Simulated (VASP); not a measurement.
# ZnS (Sphalerite) with r2SCAN: from relaxation to properties, part 2 of 4

Aim: relax ZnS (Sphalerite) with r2SCAN, compute its properties on that cell and hold them against experiment. The start is a cell from a database of measured crystal structures.

VASP 6.6.1, plane waves and PAW; the level of theory is named at each step.

So far. Step 2 (Full relaxation (r2SCAN)): It ends with forces that vanish by symmetry and a pressure of 0.08 GPa. The volume lies -1.6 % from that of the database's start, which holds the thermal and zero-point expansion of its experiment. Step 3 (Second relaxation): It ends with forces that vanish by symmetry and a pressure of 0.07 GPa. The volume moved by under 0.01 %: the run met its threshold at the first step. The relaxed cell has a = 5.381 Å (conventional setting).

## (4) Density, ELF and potential (r2SCAN)

Level of this step: r2SCAN; plane waves and PAW (Zn, S) (VASP).

A single point on the relaxed cell gives a clean self-consistent state, with density, ELF and potential written out.

Input file INCAR:

```
SYSTEM = ZnS
PREC = Accurate
ENCUT = 400
EDIFF = 1E-06
NELM = 100
ISMEAR = 0
SIGMA = 0.05
LREAL = .FALSE.
ALGO = Normal
METAGGA = R2SCAN
LASPH = .TRUE.
NBANDS = 15
LORBIT = 11
LWAVE = .FALSE.
LCHARG = .TRUE.
ISIF = 2
LELF = .TRUE.
LVHAR = .TRUE.
```

Input file POSCAR:

```
ZnS
1.0
    0.0000000000      2.6902736767      2.6902736767
    2.6902736767      0.0000000000      2.6902736767
    2.6902736767      2.6902736767      0.0000000000
Zn S
1 1
Direct
    0.0000000000      0.0000000000      0.0000000000
    0.2500000000      0.2500000000      0.2500000000
```

Input file KPOINTS:

```
Automatic mesh
0
Gamma
7 7 7
0 0 0
```

The projector-augmented-wave data sets are Zn and S (PBE family, release 64).

The run is started by

```console
$ mpirun -np 2 vasp_std
```

Output:

```text
[banner, memory and clock lines left out]
running    2 mpi-ranks, on    1 nodes
 distrk:  each k-point on    2 cores,    1 groups
 distr:  one band on    1 cores,    2 groups

 POSCAR found type information on POSCAR ZnS
 POSCAR found :  2 types and       2 ions
 [... a notice as in an earlier step ...]

 LDA part: xc-table for (None), standard interpolation
|                                                                             |
|           W    W    AA    RRRRR   N    N  II  N    N   GGGG   !!!           |
|           W    W   A  A   R    R  NN   N  II  NN   N  G    G  !!!           |
|           W    W  A    A  R    R  N N  N  II  N N  N  G       !!!           |
|           W WW W  AAAAAA  RRRRR   N  N N  II  N  N N  G  GGG   !            |
|           WW  WW  A    A  R   R   N   NN  II  N   NN  G    G                |
|           W    W  A    A  R    R  N    N  II  N    N   GGGG   !!!           |
|                                                                             |
|     The number of bands has been changed from the values supplied in        |
|     The orbitals not found in the WAVECAR file will be initialized with     |
|     random numbers, which is usually adequate. For correlated               |
|     calculations, however, you should redo the groundstate calculation.     |
|     I found NBANDS = 15. Now, NBANDS = 16.                                  |
|                                                                             |

 POSCAR, INCAR and KPOINTS ok, starting setup
 FFT: planning ... GRIDC
 FFT: planning ... GRID_SOFT
 FFT: planning ... GRID
 WAVECAR not read
 entering main loop
       N       E                     dE             d eps       ncg     rms          rms(c)
DAV:   1     0.612449951251E+02    0.61245E+02   -0.77375E+03   648   0.114E+03
DAV:   2    -0.174531604217E+02   -0.78698E+02   -0.74112E+02   712   0.226E+02
DAV:   3    -0.218899071812E+02   -0.44367E+01   -0.44230E+01   840   0.567E+01
DAV:   4    -0.219296772786E+02   -0.39770E-01   -0.39765E-01   752   0.542E+00
DAV:   5    -0.219301083438E+02   -0.43107E-03   -0.43105E-03   808   0.540E-01    0.727E+00
DAV:   6    -0.188747825710E+02    0.30553E+01   -0.14478E+00   680   0.374E+01    0.646E+00
DAV:   7    -0.188434608760E+02    0.31322E-01   -0.42154E-01   816   0.105E+01    0.375E+00
DAV:   8    -0.188585293342E+02   -0.15068E-01   -0.31289E-02   808   0.164E+00    0.120E+00
DAV:   9    -0.188599791627E+02   -0.14498E-02   -0.31561E-03   808   0.130E+00    0.108E-01
DAV:  10    -0.188600831305E+02   -0.10397E-03   -0.84191E-04   784   0.300E-01    0.722E-02
DAV:  11    -0.188601145911E+02   -0.31461E-04   -0.22451E-04   776   0.404E-01    0.432E-02
DAV:  12    -0.188601223950E+02   -0.78039E-05   -0.81328E-05   768   0.233E-01    0.110E-02
DAV:  13    -0.188601228209E+02   -0.42595E-06   -0.56263E-06   784   0.346E-02
   1 F= -.18860123E+02 E0= -.18860123E+02  d E =-.863566E-17
```

It took 56 s on 2 MPI ranks of AMD EPYC 7R43, shared host; peak memory 0.2 GiB; 1.8 min of CPU time.

Parts of OUTCAR (step 4):

```text
The static configuration has the point symmetry T_d .

 Found     20 irreducible k-points:

   k-points           NKPTS =     20   k-points in BZ     NKDIM =     20   number of bands    NBANDS=     16

   NELECT =      18.0000    total number of electrons

 E-fermi :   2.2341

 k-point     1 :       0.0000    0.0000    0.0000
  band No.  band energies     occupation
    ...
      5      -4.0291      2.00000
      6      -4.0291      2.00000
      7       1.9557      2.00000
      8       1.9557      2.00000
      9       1.9557      2.00000
     10       4.6901      0.00000
     11       8.8462      0.00000
     12       8.8464      0.00000
     13       8.8464      0.00000
     14      14.2739      0.00000
    ...

 k-point     2 :       0.1429    0.0000    0.0000
  band No.  band energies     occupation
    ...
      5      -4.0308      2.00000
      6      -4.0308      2.00000
      7       0.6128      2.00000
      8       1.7600      2.00000
      9       1.7600      2.00000
     10       5.6152      0.00000
     11       8.7760      0.00000
     12       9.1792      0.00000
     13       9.1794      0.00000
     14      13.5603      0.00000
    ...

  Total        0.0006493      0.0006493      0.0006493      0.0000000      0.0000000     -0.0000000
  in kB        0.0267154      0.0267154      0.0267154      0.0000000      0.0000000     -0.0000000
  external PRESSURE =       0.0267154 kB  Pullay stress =       0.0000000 kB

 POSITION                                       TOTAL-FORCE (eV/Angst)
 -----------------------------------------------------------------------------------
      0.00000      0.00000      0.00000         0.000000      0.000000      0.000000
      1.34514      1.34514      1.34514        -0.000000     -0.000000     -0.000000
 -----------------------------------------------------------------------------------
    total drift:                                0.000012      0.000012      0.000012

  FREE ENERGIE OF THE ION-ELECTRON SYSTEM (eV)
  ---------------------------------------------------
  free  energy   TOTEN  =       -18.8601228209 eV

  energy  without entropy=      -18.8601228209  energy(sigma->0) =      -18.86012282

 total charge
# of ion       s       p       d       tot
------------------------------------------
    1        0.504   0.486   9.818  10.807
    2        1.302   2.470   0.000   3.773
--------------------------------------------------
tot          1.806   2.956   9.818  14.580

[... 7 parts as in an earlier step ...]

[... 5 further parts left out ...]
```

Numbers from this step:

| Quantity | Value |
| --- | --- |
| SCF cycles | 13 |
| bands | 16 |
| Fermi energy | 2.234 eV |
| pressure | 0.002672 GPa |

Valence electrons inside each PAW sphere by angular momentum. Sphere charges, by row:

| atom | s (e) | p (e) | d (e) | tot (e) |
| --- | --- | --- | --- | --- |
| Zn1 | 0.504 | 0.486 | 9.818 | 10.81 |
| S2 | 1.302 | 2.47 | 0 | 3.773 |

ELF in the ac plane of a cell with a along [110], b along [-110] and c along [001] of the cube at fractional y = 0.000, with atoms of Zn and S within 0.2 Å of it. It is the smooth field of the valence electrons, not physical close to the nuclei.

Ten even steps from '0' (0.01) to '9' (0.87), each cell a mean:
```
002588852000137887310
124999984111379999621
137986897312599669952
148963798412698448962
037887887301588889851
015799974100368998630
001467641000036775300
000123210000001221000
000000000000000000000
000000000000000000000
110000000111100000011
111000001111110000111
011111111100111111110
001245421000123443210
```
Columns run along a (7.6 Å), rows up along c (5.4 Å), edges of the conventional cell, whose origin can differ from the input's. Atoms in or near the plane, at fractional coordinates: Zn at (0.50, 0.00), Zn at (0.00, 0.00), S at (0.75, 0.75), S at (0.25, 0.75).

Electrostatic potential energy in the ac plane of a cell with a along [110], b along [-110] and c along [001] of the cube at fractional y = 0.000, with atoms of Zn and S within 0.2 Å of it. With pseudopotentials it is smooth inside the atoms' cores, unlike the true potential.

Values in eV, 8 rows by 16 columns, each cell a mean:
```
 -8  -9  -3  -8 -11  -3  -7  -8  -8  -9  -3  -8 -11  -3  -7  -8
 -3  -1 -18 -67 -73 -36  -2  -2  -3  -1 -18 -67 -73 -36  -2  -2
  4   3 -12 -55 -63 -27   1   4   4   3 -12 -55 -63 -27   1   4
  5   5   3  -1  -2   2   4   5   5   5   3  -1  -2   2   4   5
  5   5   5   4   4   4   5   5   5   5   5   4   4   4   5   5
  4   4   4   4   4   4   4   4   4   4   4   4   4   4   4   4
 -6  -2   2   4   4   3   0  -5  -6  -2   2   4   4   3   0  -5
 -6  -9  -1   3   4   1  -8  -7  -6  -9  -1   3   4   1  -8  -7
```
Columns run along a (7.6 Å; values clipped at the 3rd and 97th percentile), rows up along c (5.4 Å), edges of the conventional cell, whose origin can differ from the input's. Atoms in or near the plane, at fractional coordinates: Zn at (0.50, 0.00), Zn at (0.00, 0.00), S at (0.75, 0.75), S at (0.25, 0.75).

Valence density in the ac plane of a cell with a along [110], b along [-110] and c along [001] of the cube at fractional y = 0.000, with atoms of Zn and S within 0.2 Å of it. It is the smooth field of the valence electrons, not physical close to the nuclei.

Ten steps, logarithmic in the rise over the least value, from '0' (0 e/Å³) to '9' (16 e/Å³), each cell a mean:
```
973222223798522222258
642344432465333443335
222443442222234334322
012430342101234224311
002344432000124443210
001233321000012332100
000112110000001111000
000000000000000000000
000000000000000000000
000000000000000000000
100000000011000000001
321000001232100000012
752100012677410000147
983111114899621111269
```
Columns run along a (7.6 Å), rows up along c (5.4 Å), edges of the conventional cell, whose origin can differ from the input's. Atoms in or near the plane, at fractional coordinates: Zn at (0.50, 0.00), Zn at (0.00, 0.00), S at (0.75, 0.75), S at (0.25, 0.75).

In this run the pressure is 0.00 GPa, small enough to go on.

## (5) Bands along the symmetry lines (r2SCAN)

Levels along the symmetry lines show where the bands peak and cross; KPOINTS_OPT computes them in the converged potential.

Input file INCAR:

```
SYSTEM = ZnS
PREC = Accurate
ENCUT = 400
EDIFF = 1E-06
NELM = 100
ISMEAR = 0
SIGMA = 0.05
LREAL = .FALSE.
ALGO = Normal
METAGGA = R2SCAN
LASPH = .TRUE.
NBANDS = 21
LORBIT = 11
LWAVE = .FALSE.
LCHARG = .FALSE.
KPAR = 2
```

POSCAR is that of step 4.

KPOINTS is that of step 4.

Input file KPOINTS_OPT:

```
Line mode
16
Line-mode
Reciprocal
  0.00000000   0.00000000   0.00000000 GAMMA
  0.50000000   0.00000000   0.50000000 X

  0.50000000   0.00000000   0.50000000 X
  0.50000000   0.25000000   0.75000000 W

  0.50000000   0.25000000   0.75000000 W
  0.37500000   0.37500000   0.75000000 K

  0.37500000   0.37500000   0.75000000 K
  0.00000000   0.00000000   0.00000000 GAMMA

  0.00000000   0.00000000   0.00000000 GAMMA
  0.50000000   0.50000000   0.50000000 L

  0.50000000   0.50000000   0.50000000 L
  0.62500000   0.25000000   0.62500000 U

  0.62500000   0.25000000   0.62500000 U
  0.50000000   0.25000000   0.75000000 W

  0.50000000   0.25000000   0.75000000 W
  0.50000000   0.50000000   0.50000000 L

  0.50000000   0.50000000   0.50000000 L
  0.37500000   0.37500000   0.75000000 K

  0.62500000   0.25000000   0.62500000 U
  0.50000000   0.00000000   0.50000000 X
```

The run is started by

```console
$ mpirun -np 2 vasp_std
```

Output:

```text
[... set-up lines as in an earlier step ...]
 entering main loop
       N       E                     dE             d eps       ncg     rms          rms(c)
DAV:   1     0.857205550712E+02    0.85721E+02   -0.73384E+03   848   0.893E+02
DAV:   2    -0.137098756621E+02   -0.99430E+02   -0.90570E+02   855   0.220E+02
DAV:   3    -0.218361627804E+02   -0.81263E+01   -0.80356E+01   996   0.611E+01
DAV:   4    -0.219296300441E+02   -0.93467E-01   -0.93420E-01   958   0.660E+00
DAV:   5    -0.219301109008E+02   -0.48086E-03   -0.48084E-03   978   0.479E-01    0.727E+00
DAV:   6    -0.188778923195E+02    0.30522E+01   -0.10854E+00   895   0.285E+01    0.640E+00
DAV:   7    -0.188444255092E+02    0.33467E-01   -0.33583E-01   971   0.805E+00    0.378E+00
DAV:   8    -0.188589373770E+02   -0.14512E-01   -0.32138E-02   975   0.137E+00    0.118E+00
DAV:   9    -0.188599536419E+02   -0.10163E-02   -0.35822E-03   979   0.115E+00    0.157E-01
DAV:  10    -0.188600958028E+02   -0.14216E-03   -0.89478E-04   915   0.270E-01    0.105E-01
DAV:  11    -0.188600903720E+02    0.54309E-05   -0.30149E-05  1112   0.822E-02    0.632E-02
DAV:  12    -0.188601279923E+02   -0.37620E-04   -0.48928E-05   895   0.690E-02    0.162E-02
DAV:  13    -0.188601243291E+02    0.36631E-05   -0.46113E-06   990   0.131E-02    0.146E-02
DAV:  14    -0.188601251086E+02   -0.77949E-06   -0.21549E-07   500   0.103E-02
   1 F= -.18860125E+02 E0= -.18860125E+02  d E =-.131684E-19
 Start KPOINTS_OPT (optional k-point list driver)
k-point batch [1-20\160]
       N       E                     dE             ncg
DAV:   1     0.863491536359E+03   -0.68753E+04      856
DAV:   2    -0.113662969343E+04   -0.20001E+04      899
DAV:   3    -0.129122165060E+04   -0.15459E+03      978
DAV:   4    -0.129288499822E+04   -0.16633E+01      976
DAV:   5    -0.129289272873E+04   -0.77305E-02      990
DAV:   6    -0.129289279195E+04   -0.63215E-04      971
DAV:   7    -0.129289279259E+04   -0.63829E-06      891
[...]
k-point batch [141-160\160]
       N       E                     dE             ncg
DAV:   1     0.682395726815E+03   -0.11945E+05      856
DAV:   2    -0.125172064454E+04   -0.19341E+04      893
DAV:   3    -0.139876920998E+04   -0.14705E+03     1045
DAV:   4    -0.140033928613E+04   -0.15701E+01      935
DAV:   5    -0.140034730050E+04   -0.80144E-02      989
DAV:   6    -0.140034737657E+04   -0.76077E-04      963
DAV:   7    -0.140034737755E+04   -0.97338E-06      967
```

Run time: 4.2 min. Hardware: 2 MPI ranks; peak memory 0.27 GiB.

Parts of OUTCAR (step 5):

```text
   k-points           NKPTS =     20   k-points in BZ     NKDIM =     20   number of bands    NBANDS=     21

   NELECT =      18.0000    total number of electrons

 E-fermi :   2.2617

 k-point     1 :       0.0000    0.0000    0.0000
  band No.  band energies     occupation
    ...
      5      -4.0294      2.00000
      6      -4.0294      2.00000
      7       1.9556      2.00000
      8       1.9556      2.00000
      9       1.9556      2.00000
     10       4.6900      0.00000
     11       8.8461      0.00000
     12       8.8463      0.00000
     13       8.8463      0.00000
     14      14.2739      0.00000
    ...

  Total        0.0001910      0.0001910      0.0001910      0.0000000      0.0000000      0.0000000
  in kB        0.0078579      0.0078579      0.0078579      0.0000000      0.0000000      0.0000000
  external PRESSURE =       0.0078579 kB  Pullay stress =       0.0000000 kB

 POSITION                                       TOTAL-FORCE (eV/Angst)
 -----------------------------------------------------------------------------------
      0.00000      0.00000      0.00000        -0.000000     -0.000000      0.000000
      1.34514      1.34514      1.34514         0.000000      0.000000     -0.000000
 -----------------------------------------------------------------------------------
    total drift:                                0.000012      0.000012      0.000011

  FREE ENERGIE OF THE ION-ELECTRON SYSTEM (eV)
  ---------------------------------------------------
  free  energy   TOTEN  =       -18.8601251086 eV

  energy  without entropy=      -18.8601251086  energy(sigma->0) =      -18.86012511

[... 8 parts as in an earlier step ...]

[... 8 further parts left out ...]
```

This step gave:

* SCF cycles: 14
* bands: 21
* Fermi energy: 2.262 eV
* pressure: 7.86e-4 GPa
* least gap on mesh and path: 2.734 eV
* least direct gap on mesh and path: 2.734 eV

Electronic bands along the path, in eV, zero at the valence-band top; v1 is the highest filled band, c1 the lowest empty one:

| point | v4 | v3 | v2 | v1 | c1 | c2 | c3 | c4 |
| --- | --- | --- | --- | --- | --- | --- | --- | --- |
| Γ | -5.99 | 0.00 | 0.00 | 0.00 | 2.73 | 6.89 | 6.89 | 6.89 |
| 0.53 of the way | -5.94 | -2.78 | -1.41 | -1.41 | 4.78 | 5.11 | 9.43 | 9.43 |
| X | -5.77 | -4.67 | -2.33 | -2.33 | 3.70 | 4.48 | 11.86 | 12.91 |
| 0.47 of the way | -5.68 | -4.68 | -2.58 | -2.57 | 4.49 | 5.22 | 10.52 | 10.84 |
| W | -5.58 | -4.70 | -2.87 | -2.84 | 6.05 | 6.66 | 8.50 | 8.70 |
| 0.47 of the way | -5.61 | -4.72 | -3.13 | -2.33 | 5.28 | 6.52 | 9.02 | 9.55 |
| K | -5.63 | -4.74 | -3.25 | -1.89 | 4.50 | 6.47 | 10.01 | 10.45 |
| 0.47 of the way | -5.95 | -3.35 | -1.94 | -0.59 | 5.21 | 7.07 | 7.44 | 7.96 |
| Γ | -5.99 | 0.00 | 0.00 | 0.00 | 2.73 | 6.89 | 6.89 | 6.89 |
| 0.53 of the way | -5.98 | -3.11 | -0.54 | -0.54 | 4.05 | 7.55 | 7.55 | 7.68 |
| L | -5.78 | -5.49 | -0.91 | -0.91 | 3.84 | 7.38 | 7.38 | 9.47 |
| 0.47 of the way | -5.73 | -5.18 | -2.10 | -1.26 | 4.89 | 6.68 | 8.32 | 9.37 |
| U | -5.63 | -4.74 | -3.25 | -1.89 | 4.50 | 6.47 | 10.01 | 10.45 |
| 0.47 of the way | -5.61 | -4.72 | -3.16 | -2.24 | 5.12 | 6.51 | 9.17 | 9.70 |
| W | -5.58 | -4.70 | -2.87 | -2.84 | 6.05 | 6.66 | 8.50 | 8.70 |
| 0.47 of the way | -5.71 | -4.99 | -2.54 | -1.61 | 5.53 | 6.32 | 8.41 | 9.75 |
| L | -5.78 | -5.49 | -0.91 | -0.91 | 3.84 | 7.38 | 7.38 | 9.47 |
| 0.47 of the way | -5.73 | -5.18 | -2.10 | -1.26 | 4.89 | 6.68 | 8.32 | 9.37 |
| K | -5.63 | -4.74 | -3.25 | -1.89 | 4.50 | 6.47 | 10.01 | 10.45 |
| jump to U | -5.63 | -4.74 | -3.25 | -1.89 | 4.50 | 6.47 | 10.01 | 10.45 |
| 0.47 of the way | -5.71 | -4.68 | -2.76 | -2.20 | 4.07 | 5.10 | 11.01 | 11.76 |
| X | -5.77 | -4.67 | -2.33 | -2.33 | 3.70 | 4.48 | 11.86 | 12.91 |

Of the projections kept (Zn, S), the largest for each band there; the rest of the weight can lie on other orbitals:

```csv
point,v4,v3,v2,v1,c1,c2,c3,c4
Γ,Zn 1.00,S 0.73,S 0.73,S 0.73,Zn 0.51,Zn 0.98,Zn 0.98,Zn 0.98
X,Zn 0.97,Zn 0.71,S 0.71,S 0.71,Zn 0.79,Zn 0.82,S 0.77,Zn 0.61
W,Zn 0.97,Zn 0.58,S 0.70,S 0.57,S 0.58,Zn 0.55,Zn 0.77,Zn 0.78
K,Zn 0.97,Zn 0.58,S 0.60,S 0.70,Zn 0.79,Zn 0.52,S 0.59,Zn 0.65
Γ,Zn 1.00,S 0.73,S 0.73,S 0.73,Zn 0.51,Zn 0.98,Zn 0.98,Zn 0.98
L,Zn 0.98,S 0.53,S 0.71,S 0.71,Zn 0.71,Zn 0.92,Zn 0.92,S 0.77
```

The path finds the gap of the mesh within 0.02 eV, so the mesh comes close to both band edges.

[end of part 2 of 4]

[Lines on the potential files, build, host, timing and source positions are cut from VASP's logs without a mark.]

[Logs are printed without paths, hosts, clocks, repeated set-up lines and the standing remarks that a program may print on its own settings, such as how far it seeks lower states.]

[Hosts, paths, dates, database ids (printed as entryN), source tags and the programs' standing remarks are cut or masked in the printed files.]

[A measured line is paired with the nearest computed mode of its activity, which favours agreement.]
